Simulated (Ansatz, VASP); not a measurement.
**VSe2 (1T-VSe2 monolayer) in two plane-wave programs**

Wanted: the spread between two codes on one cell, functional and k mesh. The structure shown is the start of the Ansatz relaxation below; VASP solves that cell, so the two are compared at the walk's first step.

Program: Ansatz 0.2.0. Level of theory: plane waves, with VASP 6.6.1 beside it; single point at r2SCAN with D4. Results are calculated unless marked as measured.

### 1. Starting point

The cell holds 3 atoms: 2 Se and 1 V. Its edges and angles: a = 3.330 Å, b = 3.330 Å, c = 37.992 Å, α = 90.0°, β = 90.0°, γ = 120.0°. Vacuum lies along c.

### 2. Ansatz: relaxation, r2SCAN with D4

Ansatz runs on its default PAW (the set named soft_2) files.

The two programs are compared at the cell with which this relaxation starts, whose forces are those of its first step.

Input file input.yaml:

```yaml
crystal:
  lattice:
    - [3.33, 0.0, 0.0]
    - [-1.665, 2.8838645946, 0.0]
    - [0.0, 0.0, 37.9917668892]
  atoms:
    - { symbol: Se, position: [0.6666666667, 0.3333333333, 0.4540457423] }
    - { symbol: V, position: [0.0, 0.0, 0.5], spin: 1.0 }
    - { symbol: Se, position: [0.3333333333, 0.6666666667, 0.5459542577] }
  periodic: [true, true, false]
magnetization:
  spin_polarized: true
kpoints:
  mp_grid: { grid: [12, 12, 1] }
hamiltonian:
  xc: r2scan
  dispersion: d4
scf:
  occupations: { method: fermi_dirac, width: 0.05 }
  convergence: { dr2_threshold: 1.0e-09 }
relax:
  f_tol: 0.004
  max_steps: 90
  cell: {}
output:
  write_potential: true
  write_density: true
  volumetric_format: npy
```

Launch:

```sh
$ ansatz run input.yaml --threads 4 --pin off --max-ram 12288MiB --backend cpu --events-out ev --progress --plain --runs-dir out
```

Numbers of over 12 decimals in the logs are rounded to 6 here.

Output:

```text
Warning: relax.cell: scf.convergence.dr2_threshold = 1e-9 eV is looser than the 1.64810014217e-10 eV advised for a relaxation that steers and ends on the stress (1e-10 eV for each atom of the cell: 3, times the square of relax.cell.stress_2d_tol = 0.05 N/m over 13.5 Å (the atoms' height at the walk's start and 5 Å past either face), 3.706e-2 GPa, over a crystal's default 0.05). What an SCF threshold leaves in a stress goes as its square root, and in the free energy as the threshold itself, and one threshold admits the most on a small cell: [figures from the program's tests cut] Set scf.convergence.dr2_threshold to 1.64810014217e-10 eV or tighter. [rest of the remark cut]
Engine: ansatz 0.2.0, x86_64-unknown-linux-gnu
Pseudopotentials: kind: paw
Pseudopotential: Se, paw, valence charge 16, recommended cutoff 500 eV (meta_gga), Se.paw.azcp
Pseudopotential: V, paw, valence charge 13, recommended cutoff 500 eV (meta_gga), V.paw.azcp
Functional definition: r2SCAN
  parameter k0 = 0.174
  parameter k1 = 0.065
  parameter a1 = 4.9479
  exchange = r2scan_x(k0 = k0, k1 = k1, a1 = a1)
  correlation = r2scan_c
Crystal: 3 atoms, lattice volume = 364.845 Å³
Basis set: ecut = 500 eV, 9115 PW (Γ), exchange–correlation on 100×100×1152 points (64 copies of the dense FFT grid, shifted against one another)
Bands: 28, of which v1, the nominal top of the filled ones, is band 23 counted from 1 (22 counted from 0)
Symmetry: 12 space group operations
Space group: P-3m1 (ITA 164), of the structure as read, at distance tolerance 7.1e-5 Å
Magnetic group: BNS 164.85 (UNI 1315), of the structure as read, at distance tolerance 7.1e-5 Å
k-points: 19 of 144
Non-local potential: Se, projectors of the file, l = 0: 2, l = 1: 2, l = 2: 3, l = 3: 1
Non-local potential: V, projectors of the file, l = 0: 3, l = 1: 2, l = 2: 3, l = 3: 1
PAW form: soft (Blöchl's): semilocal exchange-correlation on the pseudo side does not see the compensation charge
PAW frozen core: Se, regenerated for the run's functional (the file was generated under x = pbe(κ = 0.804, μ = 0.219515), c = pbe(β = 0.066725))
PAW frozen core: V, regenerated for the run's functional (the file was generated under x = pbe(κ = 0.804, μ = 0.219515), c = pbe(β = 0.066725))
PAW one-centre angular grid: Se, 590 points (default); XC on 160 Gauss nodes
PAW one-centre angular grid: V, 590 points (default); XC on 160 Gauss nodes
Initial density: superposition of atomic densities (neutral atoms: chi_scale 0, normalization atom)
Starting moments: Σ|m| = 1 μB on 1 of 3 sites
Initial wavefunctions: pseudopotential atomic-orbital guess
Functional: x = r2scan, c = r2scan; τ floored in thin density (d = 2e-4 eV/Å³)
SCF iter   1: F=—  HF=-13876.088435 eV  |F-HF|=—  |Δ(HF+E_count)|=         —  Δρ=1.16e-2 (↑1.16e-2 ↓1.00e-2)  dr2=1.87e0  dr2_τ=7.71e-3  dr2_m=2.13e-2  M=0.755 μB ∫|m|=1.080 μB  β_m=1.00  ethr=3.10e-3  ⟨swp⟩=14.4  Hψ=6685  notcnv=0
Mixer restart at iter 1: flushing history
preconditioner: auto → LDOS  [metal: Δε(μ)=0.066 eV  Ē_g=8.145 eV  σ=0.050 eV  W_gap=0.31  n_scr=22 (ndim 8)  ℏωp=8.0 eV  f_vac=0.800  D(μ)=1.20/eV (n_scr^D=8)]
spin=Collinear: LDOS preconditioning applied to the charge; magnetization (m = ρ↑ − ρ↓) channel mixes plain (no charge-response kernel on spin).
SCF iter   2: F=—  HF=-13875.663121 eV  |F-HF|=—  |Δ(HF+E_count)|=   4.25e-1  Δρ=7.02e-3 (↑4.47e-3 ↓7.02e-3)  dr2=5.17e-1  dr2_τ=1.68e-3  dr2_m=1.07e-2  M=0.829 μB ∫|m|=1.226 μB  β_m=0.61  ethr=3.10e-3  ⟨swp⟩=3.2  Hψ=2156  notcnv=0  defer=8  κ⁻¹=1.0e0(r=1)
preconditioner: auto → Resta (q_TF=auto, 1.925 Å⁻¹)  ε∞=2.0  [insulator: Δε(μ)=0.170 eV  Ē_g=7.915 eV  σ=0.050 eV  W_gap=0.53  n_scr=22 (ndim 8)  ℏωp=8.0 eV  f_vac=0.802  D(μ)=1.34/eV (n_scr^D=8)  ε∞_Penn≈2.0  vacuum switching on, ρ_ref=4.5e-3 e/Å³]
spin=Collinear: Resta preconditioning applied to the charge; magnetization (m = ρ↑ − ρ↓) channel mixes plain (no charge-response kernel on spin).
SCF iter   3: F=—  HF=-13875.506968 eV  |F-HF|=—  |Δ(HF+E_count)|=   1.56e-1  Δρ=4.30e-3 (↑4.30e-3 ↓2.43e-3)  dr2=8.42e-2  dr2_τ=1.96e-3  dr2_m=1.77e-2  M=0.910 μB ∫|m|=1.369 μB  β_m=1.00  ethr=1.15e-3  ⟨swp⟩=3.4  Hψ=2153  notcnv=0  defer=8  κ⁻¹=1.7e-1(r=2)
[...]
SCF iter   8: F=—  HF=-13876.035939 eV  |F-HF|=—  |Δ(HF+E_count)|=   1.87e-7  Δρ=3.88e-7 (↑3.60e-7 ↓3.88e-7)  dr2=7.49e-10  dr2_τ=7.81e-11  dr2_m=2.73e-11  M=1.092 μB ∫|m|=1.852 μB  β_m=1.00  ethr=9.95e-12  ⟨swp⟩=3.3  Hψ=2275  notcnv=0  κ⁻¹=4.4e-6(r=7)
SCF iter   9: F=—  HF=-13876.035939 eV  |F-HF|=—  |Δ(HF+E_count)|=   4.69e-8  Δρ=3.00e-7 (↑2.94e-7 ↓3.00e-7)  dr2=2.40e-10  dr2_τ=7.46e-11  dr2_m=8.57e-12  M=1.092 μB ∫|m|=1.852 μB  β_m=1.00  ethr=1.66e-12  ⟨swp⟩=3.1  Hψ=2237  notcnv=0  κ⁻¹=1.0e-6(r=8)
iter 10 met the thresholds in force, and the SCF goes on: an eigenvalue changes by 2.32 meV, over its tolerance of 1.05 meV (output.eigenvalues, Limitations)
SCF iter  10: F=-13876.035939 eV  HF=-13876.035939 eV  |F-HF|=1.11e-8  |Δ(HF+E_count)|=   1.66e-7  Δρ=2.12e-7 (↑2.12e-7 ↓1.23e-7)  dr2=1.01e-10  dr2_τ=7.28e-12  dr2_m=2.17e-11  M=1.092 μB ∫|m|=1.852 μB  β_m=1.00  ethr=1.00e-12  ⟨swp⟩=10.9  Hψ=7098  notcnv=0  κ⁻¹=2.3e-6(r=8)
iter 11 met the thresholds in force, and the SCF goes on: an eigenvalue changes by 1.73 meV, over its tolerance of 1.03 meV (output.eigenvalues, Limitations)
SCF iter  11: F=-13876.035939 eV  HF=-13876.035939 eV  |F-HF|=2.64e-9  |Δ(HF+E_count)|=   8.53e-9  Δρ=1.87e-7 (↑1.87e-7 ↓8.78e-8)  dr2=7.35e-11  dr2_τ=2.59e-12  dr2_m=1.54e-11  M=1.092 μB ∫|m|=1.852 μB  β_m=1.00  ethr=1.00e-12  ⟨swp⟩=7.3  Hψ=5590  notcnv=0
Mixer restart at iter 11: flushing history
SCF iter  12: F=-13876.035939 eV  HF=-13876.035939 eV  |F-HF|=4.00e-11  |Δ(HF+E_count)|=   2.70e-9  Δρ=1.35e-7 (↑1.35e-7 ↓1.61e-8)  dr2=2.38e-11  dr2_τ=9.61e-13  dr2_m=1.79e-11  M=1.092 μB ∫|m|=1.852 μB  ethr=1.00e-12  ⟨swp⟩=7.9  Hψ=5573  notcnv=0
SCF 6 converged in 12 iterations: F = -13876.035939 eV  dr2 = 2.38e-11
relax step   6: F+E_penalty+E_count = -13876.03593874 eV  Δ(F+E_penalty+E_count) = -5.628e-4 eV  max|allowed force component| = 2.879e-4 eV/Å  Δτ_max = 0.0000 Å  P = +0.003 N/m  Ω = 380.508 Å³  fix = [c, alpha, beta]  reactions: c +0.000 N/m  stress off target by 2.95e-3 N/m on what of the cell is left free  SCF on the basis re-selected at this cell (its energy is not comparable with the rows above)  (12 SCF iters)
basis re-selected at this cell: Δ(F+E_penalty+E_count) = -5.628e-4 eV, ΔP = +0.004 N/m vs the last step (what re-selecting the basis moved, of the pressure what is left beyond the Pulay correction that the steps carried, after the strain that the cell walked since its last selection, with what the two solves' SCF thresholds leave and, on support functions, any second-order correction that the steps lacked; it is no m [...]
WARN: The output density's exchange-correlation potential varies sharply where the density is thin. Do not read a vacuum level from v_tot or v_xc, or from such a field of the output density. On a cell that repeats whose density bears no net charge and no dipole along the vacuum's axis use v_es (v_loc + v_h of the components); under efield.dipole_correction with no amplitude use v_es + v_field, which holds any externa [...]
SCF converged after 12 iterations
Stability not checked: this state was not tested for a lower state beside it, because the mixer in use, unlike msr1, does not test its closes by its own steps (another_mixer; see scf.mixing.algorithm and scf.lower_state_search)
an eigenvalue changed by more than its tolerance at an iteration that met the thresholds in force, so the SCF went on 2 times, its first undamped step at iteration 11: the last check found none over its tolerance
Magnetization: 1.0923 μB (23.0461 up, 21.9539 down)
Absolute magnetization: 1.8363 μB (∫|ρ↑−ρ↓|, with the PAW one-centre terms)
Spin contamination: 0.1492 ħ² per cell (⟨S²⟩ above its minimum at these occupations)
Per-site moments (μB) at R_I (Å): [(-0.130986, 1.028783), (1.251022, 1.028783), (-0.130986, 1.028783)]
Free energy (F): -13876.035939 eV
Harris-Foulkes:  -13876.035939 eV  (|F-HF|=4.00e-11)
Internal energy: -13876.025052 eV  (E = F + TS)
E sigma→0 (E₀):  -13876.030495 eV
Entropy (-TS):   -0.010887 eV (-3.629 meV/atom)
Fermi energy:    -5.315064 eV
--- Per-component energies (eV) ---
  E_band       = -1673.076810
  E_kinetic    = 572.997261
  E_local      = -150419.588760  (includes V_loc(G=0)·N_el)
  E_nonlocal   = -1235.732204
  E_hartree    = 74786.545115
  E_xc         = -323.309555
  E_vxc        = -395.913152  (∫ρ·V_xc dr)
  E_paw        = -4971.442861  (= ΣΔE_a)
  E_vpaw       = 209.210719  (= ΣTr[D̂ρ^β])
  E_aug_tail   = -0.000244  (compensation charges beyond the density's cutoff)
  E_vtau       = 22.858867  (kinetic-family band-sum trace: ∫τ·v_τ [+ j·A + Jᵃ·Aᵃ] dr)
  E_ewald      = 67718.558462
  E_disp       = -0.256944  (pairwise vdW)
  E_core_change = -3.795321  (= ΣΔE_core)
  E_smearing   = -0.010887  (= −TS)
  E_closure    = -0.000000  (closes the sum)
  Σ components = -13876.035939   (vs F -13876.035939, Δ=0.00e0)
--- Forces (eV/Å), atoms counted from 1 ---
  atom   1  Se    -0.00000000     0.00000000     0.00028795
  atom   2  V      0.00000000     0.00000000     0.00000000
  atom   3  Se     0.00000000    -0.00000000    -0.00028795
  max |Σ_I F_I| component: 2.31e-18 eV/Å
--- 2D stress c σ (N/m, compression-positive) ---
        0.002953       0.000000      -0.000000
       -0.000000       0.002953      -0.000000
       -0.000000      -0.000000       0.000000
  P = ½ c Tr σ = 0.0030 N/m
--- Band table (eV; the first three rows and the last of 38) ---
  k-point 0 ↑: bands = [... 19 lower, -7.1787, -6.2699, -6.2699, -5.7226, -4.5568, -4.5568, -1.9832, -1.9832, ... 1 higher]
  k-point 1 ↑: bands = [... 19 lower, -6.9432, -6.4733, -6.4027, -5.8558, -4.7084, -4.5121, -2.4350, -2.0819, ... 1 higher]
  k-point 2 ↑: bands = [... 19 lower, -7.4361, -6.6631, -6.6234, -6.0407, -4.8161, -4.5026, -3.1148, -2.2664, ... 1 higher]
  k-point 18 ↓: bands = [... 19 lower, -8.6678, -7.9919, -7.9919, -3.5219, -3.3362, -3.3362, -2.3673, -2.3673, ... 1 higher]
  the weakly bound empty levels are not read free of the cell's end (no_gap_told)
--- Relaxed structure (5 steps of the walk, 5 accepted, 1 SCFs on fresh bases) ---
  F+E_penalty+E_count = -13876.03593874 eV   max|allowed force component| = 2.879e-4 eV/Å   (the final SCF, on the basis selected at the relaxed cell)
  cell:  # Å, volume = 380.5079 Å³
    - [3.400727, 0.0, 0]
    - [-1.700363, 2.945116, 0]
    - [0, 0, 37.9917668892]
  atoms:
    - { symbol: Se, position: [0.666667, 0.333333, 0.459520] }
    - { symbol: V, position: [0, 0, 0.5] }
    - { symbol: Se, position: [0.333333, 0.666667, 0.540480] }
```

[end of part 1 of 2]

[Lines on the potential files, build, host, timing and source positions are cut from VASP's logs without a mark.]

[Logs are printed without paths, hosts, clocks, repeated set-up lines and the standing remarks that a program may print on its own settings, such as how far it seeks lower states.]

[Hosts, paths, dates, database ids (printed as entryN), source tags and the programs' standing remarks are cut or masked in the printed files.]
